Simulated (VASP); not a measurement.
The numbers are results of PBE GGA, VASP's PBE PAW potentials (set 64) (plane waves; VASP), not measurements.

VASP ran on this input.

### INCAR
```
ALGO = Normal
EDIFF = 1E-6
EDIFFG = -0.01
ENCUT = 400
GGA = PE
IBRION = 2
ISIF = 3
ISMEAR = -1
ISPIN = 2
LASPH = .TRUE.
LCHARG = .FALSE.
LMAXMIX = 4
LORBIT = 11
LREAL = .FALSE.
LWAVE = .FALSE.
MAGMOM = 4.0 4.0 0.0 0.0 0.0 0.0
NELM = 100
NSW = 50
PREC = Accurate
SIGMA = 0.1
SYSTEM = MnF2
```

KPOINTS:
```
Automatic mesh
0
Gamma
3 3 5
0 0 0
```

**POSCAR**
```
MnF2
1
    4.8042580000     0.0000000000     0.0000000000
    0.0000000000     4.8042580000     0.0000000000
    0.0000000000     0.0000000000     3.0939670000
Mn F
2 4
Direct
  0.0000000000   0.0000000000   0.0000000000
  0.5000000000   0.5000000000   0.5000000000
  0.3049600000   0.3049600000   0.0000000000
  0.8049600000   0.1950400000   0.5000000000
  0.1950400000   0.8049600000   0.5000000000
  0.6950400000   0.6950400000   0.0000000000
```

POTCAR, in this order: Mn_pv F (PBE.64 set). Program: vasp_std.

At this cut-off the stress carries a Pulay error, which pulls relaxed volumes low. Energy and stress use the plane-wave basis of the starting cell. The moments were started parallel, and other spin orders were not tried in this run.

Task: Estimate the energy per atom (σ→0), cell moment, volume per atom, band gap (on the k-mesh).

Result: 
```
Property                           Value
------------------------  --------------
energy per atom (σ→0)     -6.491 eV/atom
cell moment                     10.00 μB
band gap (on the k-mesh)         0.98 eV
volume per atom            12.26 Å³/atom
```

### OSZICAR
```
...
DAV:   1    -0.389519739819E+02   -0.43693E-02   -0.29260E-01  1312   0.390E+00    0.561E-01
DAV:   2    -0.389488078502E+02    0.31661E-02   -0.11105E-02  1392   0.831E-01    0.355E-01
DAV:   3    -0.389483741446E+02    0.43371E-03   -0.97064E-04  1396   0.254E-01    0.165E-01
DAV:   4    -0.389481561099E+02    0.21803E-03   -0.19741E-04  1544   0.111E-01    0.763E-02
DAV:   5    -0.389481247748E+02    0.31335E-04   -0.84669E-05  1372   0.726E-02    0.289E-02
DAV:   6    -0.389481258231E+02   -0.10483E-05   -0.88839E-06  1276   0.225E-02    0.136E-02
DAV:   7    -0.389481262056E+02   -0.38249E-06   -0.67716E-07   784   0.693E-03
   5 F= -.38948126E+02 E0= -.38947959E+02  d E =-.147949E-01  mag=     9.9999
```

The structure was generated: MnF2 was put into an ordered model structure, which need not be its known phase. This run relaxes it. Symmetry was kept, so distortions that lower it aren't found. The k-mesh is coarse (spacing up to 0.44 per Å, 2π included), so the numbers may not be converged in it. The run is one of a series of settings (EDIFFG = -0.01, IBRION = 2, ISIF = 3, NSW = 50 against the base run), some of them coarse on purpose.
